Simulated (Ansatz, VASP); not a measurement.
## One calculation of ScGa3Te, two programs

```
Sc Ga Te
1.0
     4.74199    0.00000    0.00000
    -2.37100    4.10669    0.00000
     0.00000    0.00000    6.17424
Sc Ga Te
1 3 1
Direct
  0.33333 0.66667 0.50000
  0.00000 0.00000 0.74087
  0.00000 0.00000 0.25913
  0.66667 0.33333 0.50000
  0.66667 0.33333 0.00000
```

Change from the starting cell: species swapped into the GaNi3As type (P-6m2, No. 187).

Alike in both runs: functional PBE; k mesh 6 × 6 × 4; occupations gaussian, width 0.1 eV; no spin polarisation.

Ansatz relaxed the structure, and its values are those at the end. VASP's run is a single point on that final structure, the one shown.

|  | VASP | Ansatz |
| --- | --- | --- |
| version | VASP 6.6.1 | Ansatz 0.2.0 |
| potentials or method | VASP PAW PBE potentials, release 64 (Sc_sv, Ga_d, Te) | scalar-relativistic, plane waves, PAW |
| plane-wave cutoff (eV) | 520 | 420 |
| valence electrons in the cell | 56 | 66 |

Ansatz gave:

```
gap on the k mesh at the Fermi level (eV) : none
pressure (GPa)                            : 0.2
rms of the force components (eV/Å)        : 0.014
```

What did VASP give for the same quantities?

gap on the k mesh at the Fermi level (eV): none; pressure (GPa): 0.3; rms of the force components (eV/Å): 0.016.

A gap of «none» marks a metal or a gap that the smearing closes. The two sets of potentials don't hold the same shells in valence.

The runs have no spin-orbit coupling, so splittings on Te are missing.
